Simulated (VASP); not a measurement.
# Cu63W (a cell with a defect) in VASP: relaxation of the atoms with PBE

Aim: the relaxation of the atoms of Cu63W (a cell with a defect) with PBE.

All numbers are computed with VASP 6.6.1; they aren't measurements. Logs are shortened: lines on timing, memory, paths and dates and some standing lists are left out, and cuts for length are marked.

## 1. The crystal as given

The cell holds a defect, 64 atoms: a = 10.281 Å, b = 10.281 Å, c = 10.281 Å, α = 60.00°, β = 60.00°, γ = 60.00°.

The cell was built by a generator and needn't be a form met in nature.

## 2. Relaxation of the atoms, PBE

The input, INCAR:

```
SYSTEM = Cu63W
PREC = Accurate
ENCUT = 350
EDIFF = 1E-6
ISMEAR = 1
SIGMA = 0.1
LREAL = .False.
LASPH = .True.
NELM = 100
ALGO = Normal
ISIF = 2
LWAVE = .False.
LCHARG = .False.
GGA = PE
IBRION = 2
NSW = 60
EDIFFG = -0.02
```

The input, KPOINTS:

```
Automatic mesh
0
Gamma
  3 3 3
  0 0 0
```

The input, POSCAR:

```
Cu63W
1.0
    0.0000000000      7.2700000000      7.2700000000
    7.2700000000      0.0000000000      7.2700000000
    7.2700000000      7.2700000000      0.0000000000
W Cu
1 63
Direct
    0.0000000000      0.0000000000      0.0000000000
    0.0000000000      0.0000000000      0.2500000000
    0.0000000000      0.0000000000      0.5000000000
    0.0000000000      0.0000000000      0.7500000000
    0.0000000000      0.2500000000      0.0000000000
    0.0000000000      0.2500000000      0.2500000000
    0.0000000000      0.2500000000      0.5000000000
    0.0000000000      0.2500000000      0.7500000000
    0.0000000000      0.5000000000      0.0000000000
    0.0000000000      0.5000000000      0.2500000000
    0.0000000000      0.5000000000      0.5000000000
    0.0000000000      0.5000000000      0.7500000000
    0.0000000000      0.7500000000      0.0000000000
    0.0000000000      0.7500000000      0.2500000000
    0.0000000000      0.7500000000      0.5000000000
    0.0000000000      0.7500000000      0.7500000000
    0.2500000000      0.0000000000      0.0000000000
    0.2500000000      0.0000000000      0.2500000000
    0.2500000000      0.0000000000      0.5000000000
    0.2500000000      0.0000000000      0.7500000000
    0.2500000000      0.2500000000      0.0000000000
    0.2500000000      0.2500000000      0.2500000000
    0.2500000000      0.2500000000      0.5000000000
    0.2500000000      0.2500000000      0.7500000000
    0.2500000000      0.5000000000      0.0000000000
    0.2500000000      0.5000000000      0.2500000000
    0.2500000000      0.5000000000      0.5000000000
    0.2500000000      0.5000000000      0.7500000000
    0.2500000000      0.7500000000      0.0000000000
    0.2500000000      0.7500000000      0.2500000000
    0.2500000000      0.7500000000      0.5000000000
    0.2500000000      0.7500000000      0.7500000000
    0.5000000000      0.0000000000      0.0000000000
    0.5000000000      0.0000000000      0.2500000000
    0.5000000000      0.0000000000      0.5000000000
    0.5000000000      0.0000000000      0.7500000000
    0.5000000000      0.2500000000      0.0000000000
    0.5000000000      0.2500000000      0.2500000000
    0.5000000000      0.2500000000      0.5000000000
    0.5000000000      0.2500000000      0.7500000000
    0.5000000000      0.5000000000      0.0000000000
    0.5000000000      0.5000000000      0.2500000000
    0.5000000000      0.5000000000      0.5000000000
    0.5000000000      0.5000000000      0.7500000000
    0.5000000000      0.7500000000      0.0000000000
    0.5000000000      0.7500000000      0.2500000000
    0.5000000000      0.7500000000      0.5000000000
    0.5000000000      0.7500000000      0.7500000000
    0.7500000000      0.0000000000      0.0000000000
    0.7500000000      0.0000000000      0.2500000000
    0.7500000000      0.0000000000      0.5000000000
    0.7500000000      0.0000000000      0.7500000000
    0.7500000000      0.2500000000      0.0000000000
    0.7500000000      0.2500000000      0.2500000000
    0.7500000000      0.2500000000      0.5000000000
    0.7500000000      0.2500000000      0.7500000000
    0.7500000000      0.5000000000      0.0000000000
    0.7500000000      0.5000000000      0.2500000000
    0.7500000000      0.5000000000      0.5000000000
    0.7500000000      0.5000000000      0.7500000000
    0.7500000000      0.7500000000      0.0000000000
    0.7500000000      0.7500000000      0.2500000000
    0.7500000000      0.7500000000      0.5000000000
    0.7500000000      0.7500000000      0.7500000000
```

Potentials or basis: VASP PAW PBE potentials, release 64 (W_sv, Cu).

Launch:

```
$ cat potpaw_PBE.64/W_sv/POTCAR potpaw_PBE.64/Cu/POTCAR > POTCAR
$ mpirun -np 1 vasp_std > vasp.out
```

OUTCAR:

```text
SYSTEM = Cu63W
   PREC = Accurate
   ENCUT = 350
   EDIFF = 1E-6
   ISMEAR = 1
   LREAL = .False.
   LASPH = .True.
   NELM = 100
   ISIF = 2
   GGA = PE
   IBRION = 2
   NSW = 60
   EDIFFG = -0.02

 ion  position               nearest neighbor table
   1  0.000  0.000  0.000-   2 2.57   4 2.57   5 2.57   8 2.57  13 2.57  14 2.57  17 2.57  20 2.57
                            29 2.57  49 2.57  50 2.57  53 2.57
   2  0.000  0.000  0.250-   1 2.57   3 2.57   5 2.57   6 2.57  14 2.57  15 2.57  17 2.57  18 2.57
                            30 2.57  50 2.57  51 2.57  54 2.57
   3  0.000  0.000  0.500-   2 2.57   4 2.57   6 2.57   7 2.57  15 2.57  16 2.57  18 2.57  19 2.57
                            31 2.57  51 2.57  52 2.57  55 2.57
   4  0.000  0.000  0.750-   1 2.57   3 2.57   7 2.57   8 2.57  13 2.57  16 2.57  19 2.57  20 2.57
                            32 2.57  49 2.57  52 2.57  56 2.57
   5  0.000  0.250  0.000-   1 2.57   2 2.57   6 2.57   8 2.57   9 2.57  12 2.57  17 2.57  21 2.57
                            24 2.57  53 2.57  54 2.57  57 2.57
   6  0.000  0.250  0.250-   2 2.57   3 2.57   5 2.57   7 2.57   9 2.57  10 2.57  18 2.57  21 2.57
                            22 2.57  54 2.57  55 2.57  58 2.57
   7  0.000  0.250  0.500-   3 2.57   4 2.57   6 2.57   8 2.57  10 2.57  11 2.57  19 2.57  22 2.57
                            23 2.57  55 2.57  56 2.57  59 2.57
   8  0.000  0.250  0.750-   1 2.57   4 2.57   5 2.57   7 2.57  11 2.57  12 2.57  20 2.57  23 2.57
                            24 2.57  53 2.57  56 2.57  60 2.57
   9  0.000  0.500  0.000-   5 2.57   6 2.57  10 2.57  12 2.57  13 2.57  16 2.57  21 2.57  25 2.57
[... 97 lines left out ...]
  58  0.750  0.500  0.250-   6 2.57   9 2.57  10 2.57  42 2.57  43 2.57  46 2.57  54 2.57  55 2.57
                            57 2.57  59 2.57  61 2.57  62 2.57
  59  0.750  0.500  0.500-   7 2.57  10 2.57  11 2.57  43 2.57  44 2.57  47 2.57  55 2.57  56 2.57
                            58 2.57  60 2.57  62 2.57  63 2.57
  60  0.750  0.500  0.750-   8 2.57  11 2.57  12 2.57  41 2.57  44 2.57  48 2.57  53 2.57  56 2.57
                            57 2.57  59 2.57  63 2.57  64 2.57
  61  0.750  0.750  0.000-   9 2.57  13 2.57  16 2.57  33 2.57  45 2.57  46 2.57  49 2.57  52 2.57
                            57 2.57  58 2.57  62 2.57  64 2.57
  62  0.750  0.750  0.250-  10 2.57  13 2.57  14 2.57  34 2.57  46 2.57  47 2.57  49 2.57  50 2.57
                            58 2.57  59 2.57  61 2.57  63 2.57
  63  0.750  0.750  0.500-  11 2.57  14 2.57  15 2.57  35 2.57  47 2.57  48 2.57  50 2.57  51 2.57
                            59 2.57  60 2.57  62 2.57  64 2.57
  64  0.750  0.750  0.750-  12 2.57  15 2.57  16 2.57  36 2.57  45 2.57  48 2.57  51 2.57  52 2.57
                            57 2.57  60 2.57  61 2.57  63 2.57

  LATTYP: Found a face centered cubic cell.
 ALAT       =    14.5400000000

  Lattice vectors:

 A1 = (   0.0000000000,   7.2700000000,   7.2700000000)
 A2 = (   7.2700000000,   0.0000000000,   7.2700000000)
 A3 = (   7.2700000000,   7.2700000000,   0.0000000000)

Analysis of symmetry for initial positions (statically):
=====================================================================
 Subroutine PRICEL returns:
 Original cell was already a primitive cell.

 Routine SETGRP: Setting up the symmetry group for a
 face centered cubic supercell.

 Subroutine GETGRP returns: Found 48 space group operations
 (whereof 48 operations were pure point group operations)
 out of a pool of 48 trial point group operations.

The static configuration has the point symmetry O_h .

Analysis of symmetry for dynamics (positions and initial velocities):
=====================================================================
 Subroutine PRICEL returns:
 Original cell was already a primitive cell.

 Routine SETGRP: Setting up the symmetry group for a
 face centered cubic supercell.

 Subroutine GETGRP returns: Found 48 space group operations
 (whereof 48 operations were pure point group operations)
 out of a pool of 48 trial point group operations.

The dynamic configuration has the point symmetry O_h .

 Subroutine INISYM returns: Found 48 space group operations
 (whereof 48 operations are pure point group operations),
 and found     1 'primitive' translations

----------------------------------------------------------------------------------------

                                     Primitive cell
[... 166 lines left out ...]
 ===========================================

 Found      4 irreducible k-points:

 Following reciprocal coordinates:
            Coordinates               Weight
  0.000000  0.000000  0.000000      1.000000
  0.333333  0.000000  0.000000      8.000000
  0.333333  0.333333  0.000000      6.000000
 -0.333333  0.333333  0.000000     12.000000
   k-points           NKPTS =      4   k-points in BZ     NKDIM =      4   number of bands    NBANDS=    424
   number of dos      NEDOS =    301   number of ions     NIONS =     64
   total plane-waves  NPLWV = 262144
   dimension x,y,z NGX =    64 NGY =   64 NGZ =   64
   dimension x,y,z NGXF=   128 NGYF=  128 NGZF=  128
   ions per type =               1  63
   NGX,Y,Z   is equivalent  to a cutoff of  10.35, 10.35, 10.35 a.u.
   NGXF,Y,Z  is equivalent  to a cutoff of  20.70, 20.70, 20.70 a.u.
 SYSTEM =  Cu63W
   PREC   = accura    normal or accurate (medium, high low for compatibility)
   ISTART =      0    job   : 0-new  1-cont  2-samecut
   ICHARG =      2    charge: 1-file 2-atom 10-const
   ISPIN  =      1    spin polarized calculation?
   LNONCOLLINEAR =      F non collinear calculations
   LSORBIT =      F    spin-orbit coupling
   LASPH  =      T    aspherical Exc in radial PAW
   ENCUT  =  350.0 eV  25.72 Ry    5.07 a.u.  15.68 15.68 15.68*2*pi/ulx,y,z
   NELM   =    100;   NELMIN=  2; NELMDL= -5     # of ELM steps
   EDIFF  = 0.1E-05   stopping-criterion for ELM
   LREAL  =      F    real-space projection
   EDIFFG = -.2E-01   stopping-criterion for IOM
   NSW    =     60    number of steps for IOM
   IBRION =      2    ionic relax: 0-MD 1-quasi-New 2-CG
   NFREE  =      1    steps in history (QN), initial steepest desc. (CG)
   ISIF   =      2    stress and relaxation
   ISYM   =      2    0-nonsym 1-usesym 2-fastsym
   POTIM  = 0.5000    time-step for ionic-motion
   TEBEG  =    0.0;   TEEND  =   0.0 temperature during run
   PSTRESS=    0.0 pullay stress
   NELECT =     707.0000    total number of electrons
   NUPDOWN=      -1.0000    fix difference up-down
   EMIN   =  10.00;   EMAX   =-10.00  energy-range for DOS
   EFERMI =   0.00;   METHOD = LEGACY
   ISMEAR =     1;   SIGMA  =   0.10  broadening in eV -4-tet -1-fermi 0-gaus
   EFERMI_NEDOS =   21; number of points for ismear=-14 and -15
   IALGO  =     38    algorithm
   IMIX   =      4    mixing-type and parameters
     AMIX     =   0.40;   BMIX     =  1.00
     AMIX_MAG =   1.60;   BMIX_MAG =  1.00
  volume/ion in A,a.u.               =      12.01        81.03
  Fermi-wavevector in a.u.,A,eV,Ry     =   1.592222  3.008863 34.493084  2.535170
  Thomas-Fermi vector in A             =   2.690640
   LORBIT       =      0    0 simple, 1 ext, 2 COOP (PROOUT), +10 PAW based schemes
   GGA     = PE    functional components
   LHFCALC =     F    Hartree Fock is set to
   AEXX    =    0.0000 exact exchange contribution
   IVDW    =     0    specifies the selected vdW correction
   LEPSILON=     F    determine dielectric tensor
   LRPA    =     F    only Hartree local field effects (RPA)
 conjugate gradient relaxation of ions
 non-spin polarized calculation
 Methfessel and Paxton  Order N= 1 SIGMA  =   0.10
  energy-cutoff  :      350.00
  volume of cell :      768.48
 maximum number of plane-waves:     11527
   NGX = 31   NGY = 31   NGZ = 31

--------------------------------------- Ionic step        1  -------------------------------------------

 number of electron     707.0001111 magnetization

 Free energy of the ion-electron system (eV)
  ---------------------------------------------------
  ext. energy  EPLUGINS =         0.00000000
  ---------------------------------------------------
  free energy    TOTEN  =      -245.71256326 eV

  energy without entropy =     -245.70111493  energy(sigma->0) =     -245.70874715

------------------------ aborting loop because EDIFF is reached ----------------------------------------

  FORCE on cell =-STRESS in cart. coord.  units (eV):
  Direction    XX          YY          ZZ          XY          YZ          ZX
  --------------------------------------------------------------------------------------
  -------------------------------------------------------------------------------------
  Total        5.1512141      5.1512141      5.1512141     -0.0000000      0.0000000      0.0000000
  in kB       10.7395715     10.7395715     10.7395715     -0.0000000      0.0000000      0.0000000
  external PRESSURE =      10.7395715 kB  Pullay stress =       0.0000000 kB
[... 379 lines left out ...]
--------------------------------------- Ionic step        5  -------------------------------------------

 number of electron     707.0000907 magnetization

 Free energy of the ion-electron system (eV)
  ---------------------------------------------------
  ext. energy  EPLUGINS =         0.00000000
  ---------------------------------------------------
  free energy    TOTEN  =      -245.76839833 eV

  energy without entropy =     -245.75688446  energy(sigma->0) =     -245.76456038

 E-fermi :   7.4580     XC(G=0): -12.6836

 val. band max:        7.4514764135   @ k =   0.3333   0.3333   0.0000
 cond. band min:       7.4609258133   @ k =   0.3333   0.0000   0.0000
 fundamental gap:      0.0094493998
 Fermi energy:         7.4579800173

 k-point     1 :       0.0000    0.0000    0.0000
  band No.  band energies     occupation
      1     -66.7248      2.00000
      2     -30.9330      2.00000
      3     -30.9330      2.00000
      4     -30.9330      2.00000
      5      -1.7526      2.00000
      6       0.2913      2.00000
[... 1461 lines left out ...]
    364       8.7744     -0.00000
    365       8.9035     -0.00000
 [bands above 365 left out]

------------------------ aborting loop because EDIFF is reached ----------------------------------------

  FORCE on cell =-STRESS in cart. coord.  units (eV):
  Direction    XX          YY          ZZ          XY          YZ          ZX
  --------------------------------------------------------------------------------------
  -------------------------------------------------------------------------------------
  Total        4.4178137      4.4178137      4.4178137      0.0000000      0.0000000     -0.0000000
  in kB        9.2105327      9.2105327      9.2105327      0.0000000      0.0000000     -0.0000000
  external PRESSURE =       9.2105327 kB  Pullay stress =       0.0000000 kB
[... 79 lines left out ...]
  FREE ENERGIE OF THE ION-ELECTRON SYSTEM (eV)
  ---------------------------------------------------
  free  energy   TOTEN  =      -245.7683983348 eV

  energy  without entropy=     -245.7568844592  energy(sigma->0) =     -245.76456038

 reached required accuracy - stopping structural energy minimisation
```

It took 1.8 h on 1 thread of Intel Xeon 6975P-C (Granite Rapids), shared host; peak memory 0.94 GiB.

What came out:

```
Free energy                  : -245.7684 eV
Energy gained by relaxing    : 0.9 meV/atom
Ionic steps                  : 5
Pressure after relaxing      : 0.9 GPa
Largest force after relaxing : 0.015 eV/Å
Band gap on the k mesh       : none (metal or under the smearing width)
```

Forces on the atoms (eV/Å):
```
W    0.000  0.000  0.000
Cu  -0.005 -0.005  0.000
Cu   0.000  0.000  0.000
Cu   0.005  0.005  0.000
Cu  -0.005  0.000 -0.005
Cu   0.011  0.007  0.007
Cu  -0.007 -0.011  0.007
Cu   0.000  0.005 -0.005
Cu   0.000  0.000  0.000
Cu  -0.007  0.007 -0.011
Cu   0.000  0.000  0.000
Cu   0.007 -0.007  0.011
Cu   0.005  0.000  0.005
Cu   0.000 -0.005  0.005
Cu   0.007  0.011 -0.007
Cu  -0.011 -0.007 -0.007
Cu   0.000 -0.005 -0.005
Cu   0.007  0.011  0.007
Cu  -0.011 -0.007  0.007
Cu   0.005  0.000 -0.005
Cu   0.007  0.007  0.011
Cu   0.000  0.000  0.000
Cu  -0.007 -0.007  0.011
Cu   0.000  0.000 -0.005
Cu  -0.011  0.007 -0.007
Cu  -0.007  0.011 -0.007
Cu   0.000  0.004  0.004
Cu  -0.004  0.000  0.004
Cu   0.005 -0.005  0.000
Cu   0.000 -0.005  0.000
Cu  -0.004  0.004  0.000
Cu   0.005  0.000  0.000
Cu   0.000  0.000  0.000
Cu   0.007 -0.007 -0.011
Cu   0.000  0.000  0.000
Cu  -0.007  0.007  0.011
Cu   0.007 -0.011 -0.007
Cu   0.011 -0.007 -0.007
Cu   0.004  0.000  0.004
Cu   0.000 -0.004  0.004
Cu   0.000  0.000  0.000
Cu   0.004  0.004  0.000
Cu   0.000  0.000  0.000
Cu  -0.004 -0.004  0.000
Cu  -0.007  0.011  0.007
Cu   0.000  0.004 -0.004
Cu  -0.004  0.000 -0.004
Cu  -0.011  0.007  0.007
Cu   0.000  0.005  0.005
Cu  -0.005  0.000  0.005
Cu   0.011  0.007 -0.007
Cu  -0.007 -0.011 -0.007
Cu  -0.005  0.005  0.000
Cu  -0.005  0.000  0.000
Cu   0.004 -0.004  0.000
Cu   0.000  0.005  0.000
Cu   0.011 -0.007  0.007
Cu   0.004  0.000 -0.004
Cu   0.000 -0.004 -0.004
Cu   0.007 -0.011  0.007
Cu  -0.007 -0.007 -0.011
Cu   0.000  0.000  0.005
Cu   0.007  0.007 -0.011
Cu   0.000  0.000  0.000
```

The path:
```csv
step,energy change (eV),largest force (eV/Å),pressure (GPa)
1,0.0000,0.2893,1.07
2,-0.0405,0.1349,0.98
3,-0.0541,0.0381,0.90
4,-0.0542,0.0389,0.92
5,-0.0558,0.0149,0.92
```

Final structure:
```cif
data_structure
_symmetry_space_group_name_H-M 'P 1'
_symmetry_Int_Tables_number 1
_cell_length_a 10.2813
_cell_length_b 10.2813
_cell_length_c 10.2813
_cell_angle_alpha 60.000
_cell_angle_beta 60.000
_cell_angle_gamma 60.000
_cell_volume 768.48
loop_
_atom_site_label
_atom_site_type_symbol
_atom_site_fract_x
_atom_site_fract_y
_atom_site_fract_z
_atom_site_occupancy
W1 W 0.00000 0.00000 0.00000 1
Cu1 Cu 0.00000 0.00000 0.25272 1
Cu2 Cu 0.00000 0.00000 0.50000 1
Cu3 Cu 0.00000 0.00000 0.74728 1
Cu4 Cu 0.00000 0.25272 0.00000 1
Cu5 Cu 0.99999 0.25051 0.25051 1
Cu6 Cu 0.99999 0.25051 0.49900 1
Cu7 Cu 0.00000 0.25272 0.74728 1
Cu8 Cu 0.00000 0.50000 0.00000 1
Cu9 Cu 0.99999 0.49900 0.25051 1
Cu10 Cu 0.00000 0.50000 0.50000 1
Cu11 Cu 0.00001 0.50100 0.74949 1
Cu12 Cu 0.00000 0.74728 0.00000 1
Cu13 Cu 0.00000 0.74728 0.25272 1
Cu14 Cu 0.00001 0.74949 0.50100 1
Cu15 Cu 0.00001 0.74949 0.74949 1
Cu16 Cu 0.25272 0.00000 0.00000 1
Cu17 Cu 0.25051 0.99999 0.25051 1
Cu18 Cu 0.25051 0.99999 0.49900 1
Cu19 Cu 0.25272 0.00000 0.74728 1
Cu20 Cu 0.25051 0.25051 0.99999 1
Cu21 Cu 0.25000 0.25000 0.25000 1
Cu22 Cu 0.25051 0.25051 0.49900 1
Cu23 Cu 0.25032 0.25032 0.74968 1
Cu24 Cu 0.25051 0.49900 0.99999 1
Cu25 Cu 0.25051 0.49900 0.25051 1
Cu26 Cu 0.25002 0.50000 0.50000 1
Cu27 Cu 0.25002 0.50000 0.74998 1
Cu28 Cu 0.25272 0.74728 0.00000 1
Cu29 Cu 0.25032 0.74968 0.25032 1
Cu30 Cu 0.25002 0.74998 0.50000 1
Cu31 Cu 0.25032 0.74968 0.74968 1
Cu32 Cu 0.50000 0.00000 0.00000 1
Cu33 Cu 0.49900 0.99999 0.25051 1
Cu34 Cu 0.50000 0.00000 0.50000 1
Cu35 Cu 0.50100 0.00001 0.74949 1
Cu36 Cu 0.49900 0.25051 0.99999 1
Cu37 Cu 0.49900 0.25051 0.25051 1
Cu38 Cu 0.50000 0.25002 0.50000 1
Cu39 Cu 0.50000 0.25002 0.74998 1
Cu40 Cu 0.50000 0.50000 0.00000 1
Cu41 Cu 0.50000 0.50000 0.25002 1
Cu42 Cu 0.50000 0.50000 0.50000 1
Cu43 Cu 0.50000 0.50000 0.74998 1
Cu44 Cu 0.50100 0.74949 0.00001 1
Cu45 Cu 0.50000 0.74998 0.25002 1
Cu46 Cu 0.50000 0.74998 0.50000 1
Cu47 Cu 0.50100 0.74949 0.74949 1
Cu48 Cu 0.74728 0.00000 0.00000 1
Cu49 Cu 0.74728 0.00000 0.25272 1
Cu50 Cu 0.74949 0.00001 0.50100 1
Cu51 Cu 0.74949 0.00001 0.74949 1
Cu52 Cu 0.74728 0.25272 0.00000 1
Cu53 Cu 0.74968 0.25032 0.25032 1
Cu54 Cu 0.74998 0.25002 0.50000 1
Cu55 Cu 0.74968 0.25032 0.74968 1
Cu56 Cu 0.74949 0.50100 0.00001 1
Cu57 Cu 0.74998 0.50000 0.25002 1
Cu58 Cu 0.74998 0.50000 0.50000 1
Cu59 Cu 0.74949 0.50100 0.74949 1
Cu60 Cu 0.74949 0.74949 0.00001 1
Cu61 Cu 0.74968 0.74968 0.25032 1
Cu62 Cu 0.74949 0.74949 0.50100 1
Cu63 Cu 0.75000 0.75000 0.75000 1
```

Caveat: the cutoff is under 1.25 times the usual one of these potentials, so pressure, stress and relaxed cells hold a basis-set (Pulay) error. The run has no spin-orbit coupling, so splittings on W are missing.
